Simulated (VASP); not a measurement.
OSZICAR of a VASP run on WS₂:

OSZICAR:
```
       N       E                     dE             d eps       ncg     rms          rms(c)
DAV:   1     0.171195565305E+03    0.17120E+03   -0.12937E+04   798   0.104E+03
DAV:   2    -0.148822890920E+02   -0.18608E+03   -0.18386E+03   840   0.263E+02
DAV:   3    -0.272802222314E+02   -0.12398E+02   -0.12367E+02   919   0.701E+01
DAV:   4    -0.274817500569E+02   -0.20153E+00   -0.20108E+00   929   0.986E+00
DAV:   5    -0.274874542474E+02   -0.57042E-02   -0.57026E-02   881   0.160E+00    0.287E+01
DAV:   6    -0.263566858933E+02    0.11308E+01   -0.63981E+00   771   0.186E+01    0.119E+01
DAV:   7    -0.262266901608E+02    0.13000E+00   -0.19865E+00   793   0.810E+00    0.484E+00
DAV:   8    -0.261530536030E+02    0.73637E-01   -0.40779E-01   794   0.454E+00    0.101E+00
DAV:   9    -0.261518966986E+02    0.11569E-02   -0.19214E-02   823   0.983E-01    0.534E-01
DAV:  10    -0.261510631709E+02    0.83353E-03   -0.62737E-03   715   0.619E-01    0.579E-02
DAV:  11    -0.261511039665E+02   -0.40796E-04   -0.48101E-04   838   0.163E-01    0.663E-02
DAV:  12    -0.261512212834E+02   -0.11732E-03   -0.76772E-05   794   0.511E-02    0.230E-02
DAV:  13    -0.261514765598E+02   -0.25528E-03   -0.15853E-04   669   0.556E-02    0.153E-02
DAV:  14    -0.261516684311E+02   -0.19187E-03   -0.66063E-05   673   0.358E-02    0.125E-02
DAV:  15    -0.261517744985E+02   -0.10607E-03   -0.19173E-05   583   0.209E-02    0.102E-02
DAV:  16    -0.261518152925E+02   -0.40794E-04   -0.43468E-06   568   0.788E-03    0.450E-03
DAV:  17    -0.261518353522E+02   -0.20060E-04   -0.24861E-06   559   0.505E-03    0.334E-03
DAV:  18    -0.261518480262E+02   -0.12674E-04   -0.11097E-06   485   0.378E-03    0.150E-03
DAV:  19    -0.261518604565E+02   -0.12430E-04   -0.61298E-07   402   0.260E-03    0.103E-03
DAV:  20    -0.261518680719E+02   -0.76154E-05   -0.49088E-07   447   0.206E-03
   1 F= -.26151868E+02 E0= -.26151868E+02  d E =-.261519E+02
       N       E                     dE             d eps       ncg     rms          rms(c)
DAV:   1    -0.261530572468E+02   -0.11968E-02   -0.38899E-02   646   0.177E+00    0.179E-01
DAV:   2    -0.261522259151E+02    0.83133E-03   -0.57100E-03   823   0.466E-01    0.131E-01
DAV:   3    -0.261520563983E+02    0.16952E-03   -0.58555E-04   732   0.182E-01    0.650E-02
DAV:   4    -0.261519548804E+02    0.10152E-03   -0.25561E-04   851   0.997E-02    0.464E-02
DAV:   5    -0.261519396461E+02    0.15234E-04   -0.30251E-05   681   0.380E-02    0.218E-02
DAV:   6    -0.261519395097E+02    0.13642E-06   -0.56307E-06   326   0.177E-02
   2 F= -.26151940E+02 E0= -.26151940E+02  d E =-.714378E-04
       N       E                     dE             d eps       ncg     rms          rms(c)
DAV:   1    -0.261522133862E+02   -0.27374E-03   -0.78457E-03   646   0.793E-01    0.812E-02
DAV:   2    -0.261520695225E+02    0.14386E-03   -0.11291E-03   822   0.208E-01    0.584E-02
DAV:   3    -0.261520417787E+02    0.27744E-04   -0.11750E-04   740   0.816E-02    0.292E-02
DAV:   4    -0.261520318792E+02    0.98995E-05   -0.48432E-05   807   0.436E-02
   3 F= -.26152032E+02 E0= -.26152032E+02  d E =-.163807E-03
```

Q: Which electronic solver shows in the log?

A: It is blocked Davidson (ALGO = Normal, or the opening steps of other solvers). The INCAR had ALGO = Normal.

Q: Can the final energy be trusted as converged?

A: Self-consistency was reached. It stopped with EDIFF = 1E-5, NELM = 100, NSW = 50 and EDIFFG = -0.03 after 3 ionic steps (LDA (Ceperley-Alder, Perdew-Zunger), plane waves, VASP's LDA PAW potentials (set 64)).

The cell is a sheet with vacuum, built from WS2 (2H layered).
